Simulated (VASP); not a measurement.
# BePt (Fm-3m) in VASP: notebook

Aim: see how the results for BePt move with the level of theory and the settings. Levels: PBE, PBEsol, PBE+D2. Tasks: relaxation of cell and atoms, relaxation of the atoms.

Program: VASP 6.6.1. These are calculated values, not measurements. Logs are shortened: lines on timing, memory, paths and dates and some standing lists are left out, and cuts for length are marked.

## 1. The structure

It takes space group Fm-3m (No. 225, cubic). Conventional cell: a = 4.565 Å, b = 4.565 Å, c = 4.565 Å, α = 90.00°, β = 90.00°, γ = 90.00°. Around Be (site symmetry m-3m) lie 6 Pt at 2.28 Å. Pt (site symmetry m-3m) is surrounded by 6 Be at 2.28 Å.

The cell was built by a generator and needn't be a form met in nature.

## 2. Relaxation of cell and atoms, PBE

The input, INCAR:

```
SYSTEM = BePt
PREC = Accurate
ENCUT = 600
EDIFF = 1E-7
ISMEAR = 1
SIGMA = 0.1
LREAL = .False.
LASPH = .True.
NELM = 60
ALGO = Normal
ISIF = 3
LWAVE = .False.
LCHARG = .False.
GGA = PE
IBRION = 2
NSW = 40
EDIFFG = -0.02
```

The input, KPOINTS:

```
regular mesh
0
Gamma
  10 10 10
  0 0 0
```

The input, POSCAR:

```
BePt
1.0
    0.0000000000      2.2824940500      2.2824940500
    2.2824940500      0.0000000000      2.2824940500
    2.2824940500      2.2824940500      0.0000000000
Be Pt
1 1
Direct
    0.0000000000      0.0000000000      0.0000000000
    0.5000000000      0.5000000000      0.5000000000
```

Potentials or basis: VASP PAW PBE potentials, release 64 (Be, Pt).

Launch:

```sh
$ cat potpaw_PBE.64/Be/POTCAR potpaw_PBE.64/Pt/POTCAR > POTCAR
$ mpirun -np 1 vasp_std > vasp.out
```

OUTCAR:

```text
SYSTEM = BePt
   PREC = Accurate
   ENCUT = 600
   EDIFF = 1E-7
   ISMEAR = 1
   LREAL = .False.
   LASPH = .True.
   NELM = 60
   ISIF = 3
   GGA = PE
   IBRION = 2
   NSW = 40
   EDIFFG = -0.02

 ion  position               nearest neighbor table
   1  0.000  0.000  0.000-   2 2.28   2 2.28   2 2.28   2 2.28   2 2.28   2 2.28
   2  0.500  0.500  0.500-   1 2.28   1 2.28   1 2.28   1 2.28   1 2.28   1 2.28

  LATTYP: Found a face centered cubic cell.
 ALAT       =     4.5649881000

  Lattice vectors:

 A1 = (   0.0000000000,   2.2824940500,   2.2824940500)
 A2 = (   2.2824940500,   0.0000000000,   2.2824940500)
 A3 = (   2.2824940500,   2.2824940500,   0.0000000000)

Analysis of symmetry for initial positions (statically):
=====================================================================
 Subroutine PRICEL returns:
 Original cell was already a primitive cell.

 Routine SETGRP: Setting up the symmetry group for a
 face centered cubic supercell.

 Subroutine GETGRP returns: Found 48 space group operations
 (whereof 48 operations were pure point group operations)
 out of a pool of 48 trial point group operations.

The static configuration has the point symmetry O_h .

Analysis of symmetry for dynamics (positions and initial velocities):
=====================================================================
 Subroutine PRICEL returns:
 Original cell was already a primitive cell.

 Routine SETGRP: Setting up the symmetry group for a
 face centered cubic supercell.

 Subroutine GETGRP returns: Found 48 space group operations
 (whereof 48 operations were pure point group operations)
 out of a pool of 48 trial point group operations.

The dynamic configuration has the point symmetry O_h .

 Subroutine INISYM returns: Found 48 space group operations
 (whereof 48 operations are pure point group operations),
 and found     1 'primitive' translations

----------------------------------------------------------------------------------------

                                     Primitive cell

  volume of cell :      23.7826

  direct lattice vectors                    reciprocal lattice vectors
     0.000000000  2.282494050  2.282494050    -0.219058621  0.219058621  0.219058621
     2.282494050  0.000000000  2.282494050     0.219058621 -0.219058621  0.219058621
     2.282494050  2.282494050  0.000000000     0.219058621  0.219058621 -0.219058621

  length of vectors
     3.227934042  3.227934042  3.227934042     0.379420662  0.379420662  0.379420662

  position of ions in fractional coordinates (direct lattice)
[... 102 lines left out ...]
  Thomas-Fermi vector in A             =   2.434324
   LORBIT       =      0    0 simple, 1 ext, 2 COOP (PROOUT), +10 PAW based schemes
   GGA     = PE    functional components
   LHFCALC =     F    Hartree Fock is set to
   AEXX    =    0.0000 exact exchange contribution
   IVDW    =     0    specifies the selected vdW correction
   LEPSILON=     F    determine dielectric tensor
   LRPA    =     F    only Hartree local field effects (RPA)
 conjugate gradient relaxation of ions
 non-spin polarized calculation
 Methfessel and Paxton  Order N= 1 SIGMA  =   0.10
  energy-cutoff  :      600.00
  volume of cell :       23.78
 maximum number of plane-waves:       821
 NGX is ok and might be reduce to    28
   NGX = 13   NGY = 13   NGZ = 13

--------------------------------------- Ionic step        1  -------------------------------------------

 number of electron      11.9999999 magnetization

 Free energy of the ion-electron system (eV)
  ---------------------------------------------------
  ext. energy  EPLUGINS =         0.00000000
  ---------------------------------------------------
  free energy    TOTEN  =       -10.30138047 eV

  energy without entropy =      -10.30211060  energy(sigma->0) =      -10.30162385

------------------------ aborting loop because EDIFF is reached ----------------------------------------

  FORCE on cell =-STRESS in cart. coord.  units (eV):
  Direction    XX          YY          ZZ          XY          YZ          ZX
  --------------------------------------------------------------------------------------
  -------------------------------------------------------------------------------------
  Total        1.7988586      1.7988586      1.7988586     -0.0000000     -0.0000000     -0.0000000
  in kB      121.1849380    121.1849380    121.1849380     -0.0000000     -0.0000000     -0.0000000
  external PRESSURE =     121.1849380 kB  Pullay stress =       0.0000000 kB
[... 59 lines left out ...]
--------------------------------------- Ionic step        3  -------------------------------------------

 number of electron      12.0000000 magnetization

 Free energy of the ion-electron system (eV)
  ---------------------------------------------------
  ext. energy  EPLUGINS =         0.00000000
  ---------------------------------------------------
  free energy    TOTEN  =       -10.35844458 eV

  energy without entropy =      -10.35873615  energy(sigma->0) =      -10.35854177

 E-fermi :   8.3624     XC(G=0): -11.9071

 val. band max:        8.3592299498   @ k =  -0.3000   0.4000   0.2000
 cond. band min:       8.3994258766   @ k =   0.5000   0.0000   0.0000
 fundamental gap:      0.0401959267
 Fermi energy:         8.3624070706

 k-point     1 :       0.0000    0.0000    0.0000
  band No.  band energies     occupation
      1      -1.3419      2.00000
      2       4.9448      2.00000
      3       4.9448      2.00000
      4       4.9448      2.00000
      5       5.5159      2.00000
      6       5.5159      2.00000
      7      14.1615      0.00000
      8      14.1615      0.00000
      9      14.1615      0.00000
     10      20.2700      0.00000
[... 287 lines left out ...]
 k-point    24 :       0.4000    0.3000    0.0000
  band No.  band energies     occupation
      1       1.6793      2.00000
      2       3.7553      2.00000
      3       3.9450      2.00000
      4       5.6422      2.00000
      5       6.4725      2.00000
      6       6.5744      2.00000
      7      11.2390      0.00000
      8      12.3259      0.00000
      9      14.3225      0.00000
     10      18.6045      0.00000

 [... further k-points ...]

------------------------ aborting loop because EDIFF is reached ----------------------------------------

  FORCE on cell =-STRESS in cart. coord.  units (eV):
  Direction    XX          YY          ZZ          XY          YZ          ZX
  --------------------------------------------------------------------------------------
  -------------------------------------------------------------------------------------
  Total       -0.0122294     -0.0122294     -0.0122294      0.0000000     -0.0000000     -0.0000000
  in kB       -0.7713571     -0.7713571     -0.7713571      0.0000000     -0.0000000     -0.0000000
  external PRESSURE =      -0.7713571 kB  Pullay stress =       0.0000000 kB
[... 17 lines left out ...]
  FREE ENERGIE OF THE ION-ELECTRON SYSTEM (eV)
  ---------------------------------------------------
  free  energy   TOTEN  =       -10.3584445810 eV

  energy  without entropy=      -10.3587361455  energy(sigma->0) =      -10.35854177

 reached required accuracy - stopping structural energy minimisation
```

Run time: 26 s. Hardware: 1 thread of Intel Xeon 6975P-C (Granite Rapids), shared host; peak memory 0.17 GiB.

What came out:

- Free energy: -10.3584 eV
- Relaxed volume: 12.70 Å³/atom
- Relaxed cell: a = 3.300 Å, b = 3.300 Å, c = 3.300 Å, α = 60.00°, β = 60.00°, γ = 60.00°
- Space group after relaxing (to 0.05 Å): Fm-3m (No. 225)
- Energy gained by relaxing: 28.5 meV/atom
- Ionic steps: 3
- Pressure after relaxing: -0.1 GPa
- Band gap on the k mesh: none (metal or under the smearing width)

The path:
```csv
step,energy change (eV),largest force (eV/Å),pressure (GPa),volume (Å³)
1,0.0000,0.0000,12.12,23.78
2,-0.0109,0.0000,-8.58,27.01
3,-0.0571,0.0000,-0.08,25.40
```

Final structure:
```cif
data_structure
_symmetry_space_group_name_H-M 'P 1'
_symmetry_Int_Tables_number 1
_cell_length_a 3.2996
_cell_length_b 3.2996
_cell_length_c 3.2996
_cell_angle_alpha 60.000
_cell_angle_beta 60.000
_cell_angle_gamma 60.000
_cell_volume 25.40
loop_
_atom_site_label
_atom_site_type_symbol
_atom_site_fract_x
_atom_site_fract_y
_atom_site_fract_z
_atom_site_occupancy
Be1 Be 0.00000 0.00000 0.00000 1
Pt1 Pt 0.50000 0.50000 0.50000 1
```

Levels at points of the mesh, in eV from the Fermi level:
| k point | band 3 | band 4 | band 5 | band 6 | band 7 | band 8 | band 9 | band 10 |
| --- | --- | --- | --- | --- | --- | --- | --- | --- |
| (0.00, 0.00, 0.00) | -3.42 | -3.42 | -2.85 | -2.85 | 5.80 | 5.80 | 5.80 | 11.91 |
| (0.50, 0.00, 0.00) | -4.45 | -3.39 | -1.73 | -1.73 | 0.04 | 9.98 | 10.48 | 10.48 |
| (0.50, 0.50, 0.00) | -2.62 | -2.07 | -1.30 | -1.30 | 1.74 | 2.27 | 2.27 | 10.64 |

## 3. Relaxation of cell and atoms, PBEsol

The input, INCAR:

```
  ALGO = Normal
  EDIFF = 1E-6
  EDIFFG = -0.005
  ENCUT = 600
  GGA = PS
  IBRION = 2
  ISIF = 3
  ISMEAR = 1
  LASPH = T
  LCHARG = F
  LREAL = F
  LWAVE = F
  NELM = 80
  NSW = 40
  PREC = Accurate
  SIGMA = 0.1
```

The input, KPOINTS:

```
k-points
0
Gamma
  10 10 10
```

POSCAR is that of step 2.

Potentials or basis: VASP PAW PBE potentials, release 64 (Be, Pt).

Launch:

```sh
$ cat potpaw_PBE.64/Be/POTCAR potpaw_PBE.64/Pt/POTCAR > POTCAR
$ mpirun -np 1 vasp_std > vasp.out
```

Wall time 21 s (1 thread of Intel Xeon 6975P-C (Granite Rapids), shared host); peak memory 0.17 GiB.

It converged, with:

| Item | Value |
| --- | --- |
| Free energy | -11.3868 eV |
| Relaxed volume | 12.31 Å³/atom |
| Relaxed cell | a = 3.265 Å, b = 3.265 Å, c = 3.265 Å, α = 60.00°, β = 60.00°, γ = 60.00° |
| Space group after relaxing (to 0.05 Å) | Fm-3m (No. 225) |
| Energy gained by relaxing | 8.1 meV/atom |
| Ionic steps | 3 |
| Pressure after relaxing | 0.0 GPa |
| Band gap on the k mesh | none (metal or under the smearing width) |

Step by step:
```tsv
step	energy change (eV)	largest force (eV/Å)	pressure (GPa)	volume (Å³)
1	0.0000	0.0000	6.45	23.78
2	-0.0008	0.0000	-5.52	25.47
3	-0.0161	0.0000	-0.03	24.61
```

Final structure:
```yaml
crystal:
  lattice:
    - [0.00000, 2.30878, 2.30878]
    - [2.30878, 0.00000, 2.30878]
    - [2.30878, 2.30878, 0.00000]
  atoms:
    - { symbol: Be, position: [0.00000, 0.00000, 0.00000] }
    - { symbol: Pt, position: [0.50000, 0.50000, 0.50000] }
```

Levels at points of the mesh, in eV from the Fermi level:
| k point | band 4 | band 5 | band 6 | band 7 | band 8 | band 9 |
| --- | --- | --- | --- | --- | --- | --- |
| (0.00, 0.00, 0.00) | -3.57 | -2.95 | -2.95 | 5.87 | 5.87 | 5.87 |
| (0.50, 0.00, 0.00) | -3.49 | -1.78 | -1.78 | 0.07 | 10.06 | 10.79 |
| (0.50, 0.50, 0.00) | -2.13 | -1.31 | -1.31 | 1.82 | 2.24 | 2.24 |

Caveat: the PAW data sets were made with another functional, which shifts forces and pressure a little. The run has no spin-orbit coupling, so splittings on Pt are missing.

## 4. Relaxation of the atoms, PBE+D2, spin-orbit coupling, no magnetisation

The input, run.py:

```python
from ase.calculators.vasp import Vasp
from ase.io import read
from ase.optimize import LBFGS

atoms = read('BePt.cif', primitive_cell=True, subtrans_included=False)
calc = Vasp(
    directory='calc',
    xc='pbe',
    pp='PBE',
    setups='recommended',
    prec='Accurate',
    encut=400,
    ediff=1e-07,
    ismear=-1,
    sigma=0.02,
    lreal='Auto',
    lasph=True,
    nelm=100,
    algo='Fast',
    isif=2,
    lwave=False,
    lcharg=False,
    lnoncollinear=True,
    lorbit=11,
    lsorbit=True,
    gga_compat=False,
    lmaxmix=4,
    ivdw=1,
    kpts=[7, 7, 7],
    gamma=True,
)
atoms.calc = calc
opt = LBFGS(atoms, trajectory='relax.traj')
converged = opt.run(fmax=0.02, steps=40)
print('converged:', converged)

print('energy (eV):', atoms.get_potential_energy())
print('free energy (eV):', atoms.get_potential_energy(force_consistent=True))
print('forces (eV/A):')
print(atoms.get_forces())
print('stress (eV/A^3, Voigt):', atoms.get_stress())
print('Fermi level (eV):', calc.get_fermi_level())
print('cell (A, degrees):', atoms.cell.cellpar())
print('volume (A^3):', atoms.get_volume())
print('scaled positions:')
print(atoms.get_scaled_positions())
```

The input, BePt.cif:

```cif
data_BePt
_cell_length_a 4.56498810
_cell_length_b 4.56498810
_cell_length_c 4.56498810
_cell_angle_alpha 90.00000000
_cell_angle_beta 90.00000000
_cell_angle_gamma 90.00000000
_space_group_name_H-M_alt 'Fm-3m'
_space_group_name_Hall '-F 4 2 3'
_space_group_IT_number 225
loop_
_space_group_symop_operation_xyz
'x,y,z'
'-x,-y,-z'
'-y,x,z'
'y,-x,-z'
'-x,-y,z'
'x,y,-z'
'y,-x,z'
'-y,x,-z'
'x,-y,-z'
'-x,y,z'
'-y,-x,-z'
'y,x,z'
'-x,y,-z'
'x,-y,z'
'y,x,-z'
'-y,-x,z'
'z,x,y'
'-z,-x,-y'
'z,-y,x'
'-z,y,-x'
'z,-x,-y'
'-z,x,y'
'z,y,-x'
'-z,-y,x'
'-z,x,-y'
'z,-x,y'
'-z,-y,-x'
'z,y,x'
'-z,-x,y'
'z,x,-y'
'-z,y,x'
'z,-y,-x'
'y,z,x'
'-y,-z,-x'
'x,z,-y'
'-x,-z,y'
'-y,z,-x'
'y,-z,x'
'-x,z,y'
'x,-z,-y'
'-y,-z,x'
'y,z,-x'
'-x,-z,-y'
'x,z,y'
'y,-z,-x'
'-y,z,x'
'x,-z,y'
'-x,z,-y'
'x,y+1/2,z+1/2'
'-x,-y+1/2,-z+1/2'
'-y,x+1/2,z+1/2'
[... 62 lines left out ...]
'-z+1/2,-x,-y+1/2'
'z+1/2,-y,x+1/2'
'-z+1/2,y,-x+1/2'
'z+1/2,-x,-y+1/2'
'-z+1/2,x,y+1/2'
'z+1/2,y,-x+1/2'
'-z+1/2,-y,x+1/2'
'-z+1/2,x,-y+1/2'
'z+1/2,-x,y+1/2'
'-z+1/2,-y,-x+1/2'
'z+1/2,y,x+1/2'
'-z+1/2,-x,y+1/2'
'z+1/2,x,-y+1/2'
'-z+1/2,y,x+1/2'
'z+1/2,-y,-x+1/2'
'y+1/2,z,x+1/2'
'-y+1/2,-z,-x+1/2'
'x+1/2,z,-y+1/2'
'-x+1/2,-z,y+1/2'
'-y+1/2,z,-x+1/2'
'y+1/2,-z,x+1/2'
'-x+1/2,z,y+1/2'
'x+1/2,-z,-y+1/2'
'-y+1/2,-z,x+1/2'
'y+1/2,z,-x+1/2'
'-x+1/2,-z,-y+1/2'
'x+1/2,z,y+1/2'
'y+1/2,-z,-x+1/2'
'-y+1/2,z,x+1/2'
'x+1/2,-z,y+1/2'
'-x+1/2,z,-y+1/2'
'x+1/2,y+1/2,z'
'-x+1/2,-y+1/2,-z'
'-y+1/2,x+1/2,z'
'y+1/2,-x+1/2,-z'
'-x+1/2,-y+1/2,z'
'x+1/2,y+1/2,-z'
'y+1/2,-x+1/2,z'
'-y+1/2,x+1/2,-z'
'x+1/2,-y+1/2,-z'
'-x+1/2,y+1/2,z'
'-y+1/2,-x+1/2,-z'
'y+1/2,x+1/2,z'
'-x+1/2,y+1/2,-z'
'x+1/2,-y+1/2,z'
'y+1/2,x+1/2,-z'
'-y+1/2,-x+1/2,z'
'z+1/2,x+1/2,y'
'-z+1/2,-x+1/2,-y'
'z+1/2,-y+1/2,x'
'-z+1/2,y+1/2,-x'
'z+1/2,-x+1/2,-y'
'-z+1/2,x+1/2,y'
'z+1/2,y+1/2,-x'
'-z+1/2,-y+1/2,x'
'-z+1/2,x+1/2,-y'
'z+1/2,-x+1/2,y'
'-z+1/2,-y+1/2,-x'
'z+1/2,y+1/2,x'
'-z+1/2,-x+1/2,y'
'z+1/2,x+1/2,-y'
'-z+1/2,y+1/2,x'
'z+1/2,-y+1/2,-x'
'y+1/2,z+1/2,x'
'-y+1/2,-z+1/2,-x'
'x+1/2,z+1/2,-y'
'-x+1/2,-z+1/2,y'
'-y+1/2,z+1/2,-x'
'y+1/2,-z+1/2,x'
'-x+1/2,z+1/2,y'
'x+1/2,-z+1/2,-y'
'-y+1/2,-z+1/2,x'
'y+1/2,z+1/2,-x'
'-x+1/2,-z+1/2,-y'
'x+1/2,z+1/2,y'
'y+1/2,-z+1/2,-x'
'-y+1/2,z+1/2,x'
'x+1/2,-z+1/2,y'
'-x+1/2,z+1/2,-y'
loop_
_atom_site_label
_atom_site_type_symbol
_atom_site_symmetry_multiplicity
_atom_site_Wyckoff_symbol
_atom_site_fract_x
_atom_site_fract_y
_atom_site_fract_z
_atom_site_occupancy
Be1 Be 4 a 0.0000000000 0.0000000000 0.0000000000 1
Pt1 Pt 4 b 0.5000000000 0.0000000000 0.0000000000 1
```

Launch:

```sh
$ python run.py
```

Run time: 76 s. Hardware: 1 thread of Intel Xeon 6975P-C (Granite Rapids), shared host; peak memory 0.2 GiB.

These settings aren't checked as converged (typed here: ENCUT = 400; LREAL = Auto): the numbers below hold their error.

Results:

| Item | Value |
| --- | --- |
| Free energy | -12.2621 eV |
| Pressure after relaxing | 6.9 GPa |
| Valence electrons inside the program's atomic spheres | Be 1.16; Pt 9.49 |
| Dispersion energy per atom | -0.814 eV |

Caveat: the relaxation stopped at its first step, so nothing moved.

## 5. The reference run

An earlier run on the cell as given: functional PBE; potentials or basis VASP PAW PBE potentials, release 64 (Be, Pt); cutoff 520 eV; k mesh 10 × 10 × 10; occupations fermi-dirac, width 0.05 eV; no spin polarisation.

* Pressure: 12.0 GPa
* Band gap on the k mesh: none (metal or under the smearing width)

## 6. Summary

```tsv
task	level	cell	cutoff (eV)	smearing	gap on the mesh (eV)	pressure (GPa)	relaxed volume (Å³/atom)
relaxation of cell and atoms	PBE	relaxed	600	methfessel-paxton 0.1 eV	none	-0.1	12.70
relaxation of cell and atoms	PBEsol	relaxed	600	methfessel-paxton 0.1 eV	none	0.0	12.31
single point	PBE	as given	520	fermi-dirac 0.05 eV	none	12.0	-
```

Alike in all rows: potentials or basis VASP PAW PBE potentials, release 64 (Be, Pt); no spin polarisation; k mesh 10 × 10 × 10.

Caveats: the PAW data sets were made with another functional, which shifts forces and pressure a little (some runs).

Total energies depend on the potentials used, so only differences within one code and one set of settings carry meaning.
